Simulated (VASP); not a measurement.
Data:

```
Mo
1.0
   -1.60650     1.60650     1.60650
    1.60650    -1.60650     1.60650
    1.60650     1.60650    -1.60650
Mo
1
Cartesian
  0.00000   0.00000   0.00000
```

These are RPBE GGA, VASP's PBE PAW potentials (set 64) (plane waves; VASP) values and carry that method's errors. Numerical set-up: 400 eV cut-off, 14×14×14 Γ-centred mesh, first-order Methfessel-Paxton smearing of 0.10 eV, potentials Mo_sv.

### Question
Give the stress tensor in GPa (positive for a compressed cell).

### Answer

```
-8.25   0.00   0.00
 0.00  -8.25   0.00
 0.00   0.00  -8.25
```
The pressure is its mean diagonal, -8.25 GPa.

The compound is Mo in the bcc structure. The cell was not relaxed at this level. The run is one of a series of settings (GGA = RP against the base run), some of them coarse on purpose.
